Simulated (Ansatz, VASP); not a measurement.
# Cross-check of Hf (Hafnium) between VASP and Ansatz, part 2 of 2

Wanted: the spread between two codes on one cell, functional and k mesh. The cell is taken from a series of runs on this material, whose earlier steps may have relaxed, scaled, displaced or heated it; both programs get it as it stands.

VASP 6.6.1 and Ansatz 0.2.0.

So far: Starting point; VASP: zone-centre phonons, PBEsol.

### 3. Ansatz: zone-centre phonons, PBEsol

Level of this step: Ansatz beside VASP: Kohn-Sham DFT, plane waves, PBEsol (Ansatz).

Ansatz runs on its PAW soft_1 files.

The same cell, functional, mesh and smearing now go to Ansatz, which takes its cutoff from its data sets.

The input, input.yaml:

```yaml
crystal:
  lattice:
    - [3.1819890595, 0.0, 0.0]
    - [-1.5909945297, 2.7556833601, 0.0]
    - [0.0, 0.0, 5.0264515888]
  atoms:
    - { symbol: Hf, position: [0.3333333333, 0.6666666667, 0.25] }
    - { symbol: Hf, position: [0.6666666667, 0.3333333333, 0.75] }
kpoints:
  mp_grid: { grid: [15, 15, 8] }
hamiltonian:
  xc: pbesol
  pseudopotentials: { kind: paw, azcp: { folder: soft_1 }, xc_functional: pbe }
scf:
  occupations: { method: methfessel_paxton, width: 0.2 }
output:
  eigenvalues: true
phonons:
  method: dfpt
```

Command:

```sh
ansatz run input.yaml --threads 4 --pin off --max-ram 10240MiB --backend cpu --events-out ev --progress --plain --runs-dir out
```

Numbers of over 12 decimals in the logs are rounded to 6 here.

What it wrote:

```text
zone centre: on kpoints.mp_grid the ground state, and the responses unless they are solved on pairs of k-points, stand on 320 of the mesh's 1800 k-points, reduced under 4 symmetry operations, with k and −k counted as one. Each operation leaves every solved displacement unchanged or reverses it
Engine: ansatz 0.2.0, x86_64-unknown-linux-gnu
Pseudopotentials: kind: paw
Pseudopotential: Hf, paw, valence charge 26, recommended cutoff 420 eV (normal), soft_1/Hf.paw.azcp
Functional definition: PBEsol
  exchange = pbesol_x
  correlation = pbesol_c
Crystal: 2 atoms, lattice volume = 44.075 Å³
Basis set: ecut = 420 eV, 857 PW (Γ), exchange–correlation on 48×48×72 points (8 copies of the dense FFT grid, shifted against one another)
Bands: 32, of which v1, the nominal top of the filled ones, is band 26 counted from 1 (25 counted from 0)
Symmetry: 24 space group operations
k-points: 320 of 1800 (irreducible under 4 space group operations, time reversal used)
Non-local potential: Hf, projectors of the file, l = 0: 3, l = 1: 2, l = 2: 2, l = 3: 3
PAW form: soft (Blöchl's): semilocal exchange-correlation on the pseudo side does not see the compensation charge
PAW frozen core: Hf, regenerated for the run's functional, and the local potential with it (the file was generated under x = pbe(κ = 0.804, μ = 0.219515), c = pbe(β = 0.066725))
PAW one-centre angular grid: Hf, 590 points (default); XC on 64 Gauss nodes
Initial density: superposition of atomic densities (chi_scale 0.1, normalization cell)
Initial wavefunctions: pseudopotential atomic-orbital guess
Functional: x = pbesol(κ = 0.804, μ = 0.123457), c = pbesol(β = 0.046)
SCF iter   1: F=—  HF=-31197.853075 eV  |F-HF|=—  |Δ(HF+E_count)|=         —  Δρ=3.60e-2  dr2=6.91e-1  ethr=3.10e-3  ⟨swp⟩=5.0  Hψ=34788  notcnv=0
preconditioner: auto → Kerker (q_TF=auto, 2.805 Å⁻¹)  [metal: Δε(μ)=0.034 eV  Ē_g=16.882 eV  σ=0.200 eV  W_gap=0.14  n_scr=22 (ndim 8)  ℏωp=38.8 eV  f_vac=0.000  D(μ)=1.29/eV (n_scr^D=8)]
SCF iter   2: F=—  HF=-31197.702652 eV  |F-HF|=—  |Δ(HF+E_count)|=   1.50e-1  S|Δr|=    0.00e0  Δρ=2.27e-2  dr2=2.72e-1  ethr=1.33e-3  ⟨swp⟩=3.0  Hψ=19995  notcnv=0  defer=124
SCF iter   3: F=—  HF=-31197.645718 eV  |F-HF|=—  |Δ(HF+E_count)|=   5.69e-2  S|Δr|=    0.00e0  Δρ=9.40e-3  dr2=4.64e-2  ethr=5.23e-4  ⟨swp⟩=2.0  Hψ=15977  notcnv=0  defer=123
SCF iter   4: F=—  HF=-31197.597191 eV  |F-HF|=—  |Δ(HF+E_count)|=   4.85e-2  S|Δr|=    0.00e0  Δρ=3.07e-3  dr2=2.05e-3  ethr=8.93e-5  ⟨swp⟩=2.0  Hψ=18503  notcnv=0  defer=123
SCF iter   5: F=—  HF=-31197.598317 eV  |F-HF|=—  |Δ(HF+E_count)|=   1.13e-3  S|Δr|=    0.00e0  Δρ=6.77e-4  dr2=1.99e-4  ethr=3.94e-6  ⟨swp⟩=2.2  Hψ=14809  notcnv=0  defer=120
SCF iter   6: F=—  HF=-31197.598507 eV  |F-HF|=—  |Δ(HF+E_count)|=   1.89e-4  S|Δr|=    0.00e0  Δρ=1.45e-4  dr2=7.42e-6  ethr=3.83e-7  ⟨swp⟩=2.1  Hψ=18565  notcnv=0  defer=120
SCF iter   7: F=—  HF=-31197.598524 eV  |F-HF|=—  |Δ(HF+E_count)|=   1.78e-5  S|Δr|=    0.00e0  Δρ=3.33e-5  dr2=5.03e-7  ethr=1.43e-8  ⟨swp⟩=2.4  Hψ=18980  notcnv=0  defer=120
SCF iter   8: F=—  HF=-31197.598521 eV  |F-HF|=—  |Δ(HF+E_count)|=   3.46e-6  S|Δr|=    0.00e0  Δρ=6.62e-6  dr2=2.11e-8  ethr=9.68e-10  ⟨swp⟩=2.3  Hψ=14456  notcnv=0  defer=139
SCF iter   9: F=—  HF=-31197.598521 eV  |F-HF|=—  |Δ(HF+E_count)|=   4.41e-9  S|Δr|=    0.00e0  Δρ=1.28e-6  dr2=5.95e-10  ethr=4.07e-11  ⟨swp⟩=2.4  Hψ=18499  notcnv=0  defer=139
SCF iter  10: F=—  HF=-31197.598521 eV  |F-HF|=—  |Δ(HF+E_count)|=    0.00e0  S|Δr|=    0.00e0  Δρ=2.41e-7  dr2=2.30e-11  ethr=1.14e-12  ⟨swp⟩=2.7  Hψ=18957  notcnv=0  defer=139
SCF iter  11: F=-31197.598521 eV  HF=-31197.598521 eV  |F-HF|=0.00e0  |Δ(HF+E_count)|=    0.00e0  S|Δr|=    0.00e0  Δρ=7.10e-8  dr2=1.14e-12  ethr=1.00e-12  ⟨swp⟩=10.5  Hψ=62016  notcnv=0
SCF 1 converged in 11 iterations: F = -31197.598521 eV  dr2 = 1.14e-12
  greatest PAW one-centre occupation: 0.998 electrons in one spin orbital (limit 2), on the Hf atom at site 1 (counted from 0), in its partial waves of l = 0
DFPT response loops at Γ: preconditioner auto → Kerker (q_TF=auto, 2.805 Å⁻¹) (partly filled bands, converged f_vac=0.000); β = 1.00, the filter's whole step (`scf.mixing.beta` (0.50) is not read by the response loops under this deck's `scf.mixing.preconditioner`; to damp them name `kerker` or `kerker_dos`, under which they read `scf.mixing.beta`, and type it under 1.00, their step now; both keys bind the ground state too); Broyden in place of MSR1
SCF converged after 11 iterations
Stability not checked: this state was not tested for a lower state beside it, because cold or Methfessel-Paxton smearing, or corrected tetrahedra, fill the levels in a way that the test cannot read (fill_not_monotonic; see scf.lower_state_search)
Free energy (F): -31197.598521 eV
Harris-Foulkes:  -31197.598521 eV  (|F-HF|=0.00e0)
Internal energy: -31197.602725 eV  (E = F + TS)
E sigma→0 (E₀):  -31197.599572 eV
Entropy (-TS):   0.004204 eV (2.102 meV/atom)
Fermi energy:    18.316619 eV
--- Per-component energies (eV) ---
  E_band       = -8.317356
  E_kinetic    = 819.195795
  E_local      = -12558.845761  (includes V_loc(G=0)·N_el)
  E_nonlocal   = 129.233830
  E_hartree    = 6116.469489
  E_xc         = -529.299049
  E_vxc        = -509.260267  (∫ρ·V_xc dr)
  E_paw        = -15150.807466  (= ΣΔE_a)
  E_vpaw       = -121.580117  (= ΣTr[D̂ρ^β])
  E_aug_tail   = 0.000197  (compensation charges beyond the density's cutoff)
  E_ewald      = -10026.051872
  E_core_change = 2.502112  (= ΣΔE_core)
  E_smearing   = 0.004204  (= −TS)
  E_closure    = 0.000000  (closes the sum)
  Σ components = -31197.598521   (vs F -31197.598521, Δ=0.00e0)
--- Band table (eV; the first three rows and the last of 320) ---
  k-point 0: bands = [... 22 lower, 10.8630, 14.5379, 19.0333, 19.4592, 19.4592, 19.7623, 20.3010, 20.3010, ... 2 higher]
  k-point 1: bands = [... 22 lower, 11.0103, 14.4673, 18.8179, 19.3729, 19.3729, 19.6344, 20.1777, 20.1777, ... 2 higher]
  k-point 2: bands = [... 22 lower, 11.4358, 14.1955, 18.4308, 19.2495, 19.2495, 19.2920, 19.8895, 19.8895, ... 2 higher]
  k-point 319: bands = [... 22 lower, 15.3671, 15.3671, 17.5260, 17.5260, 18.2810, 18.2810, 20.5287, 20.5287, ... 2 higher]
--- Phonons (Γ-DFPT): 2 representative perturbations + reference, on 320 of 1800 k-points (Σ response iterations 6) ---
  k mesh reduced under 4 symmetry operations, with k and −k counted as one. Each operation leaves every solved displacement unchanged or reverses it
  ASR residual: 3.158e-5 → 0.000e0 eV/Å²; symmetrization residual: 1.339e-9 eV/Å²
  ASR residual per site (eV/Å²): 3.16e-5 3.16e-5
  Γ frequencies (cm⁻¹): 0.00 0.00 0.00 79.50 79.50 98.24
  non-analytic LO–TO correction: not included (Born effective charges unavailable; polar crystals: no LO–TO splitting at Γ)
```

Reading the cycles: dr2 is the Hartree energy of the density residual (eV), the measure of convergence; HF is the Harris–Foulkes estimate of the energy, which meets the free energy F at convergence.

### 4. Side by side

Known differences besides the potentials themselves: the data sets hold 52 valence electrons in Ansatz (on its PAW soft_1 files) and 20 in VASP; the cutoff is 420 eV in Ansatz and 500 eV in VASP; Ansatz makes its cores anew for this functional, VASP keeps those of its PBE data sets. Total energies have different zeros and are not compared.

Compared:

```
                  quantity  Ansatz  VASP  difference
optical mode 1 to 2 (cm⁻¹)    79.5  79.9     -0.46 %
     optical mode 3 (cm⁻¹)    98.2  96.1     +2.20 %
```

Modes are paired by rising frequency, not by their patterns, so a pair may set unlike modes beside each other; they are those without the splitting of longitudinal modes.

### 5. What came out

- r.m.s. difference of the optical zone-centre modes, each program's sorted by frequency (zone-centre phonons, PBEsol): 1.3 cm⁻¹
- difference in optical mode 3 (zone-centre phonons, PBEsol): +2.2 %

The r.m.s. difference of the optical zone-centre modes, each program's sorted by frequency is 1.3 cm⁻¹ (zone-centre phonons, PBEsol). The data sets hold unlike numbers of valence electrons (52 in Ansatz and 20 in VASP), so part of the differences comes from the potentials. Among the rows given in per cent, the largest difference of the zone-centre phonons, PBEsol pair is in optical mode 3, +2.2 %. How closely two codes agree says nothing of how well the functional describes the real material.

[Lines on the potential files, build, host, timing and source positions are cut from VASP's logs without a mark.]

[Logs are printed without paths, hosts, clocks, repeated set-up lines and the standing remarks that a program may print on its own settings, such as how far it seeks lower states.]

[Hosts, paths, dates, database ids (printed as entryN), source tags and the programs' standing remarks are cut or masked in the printed files.]
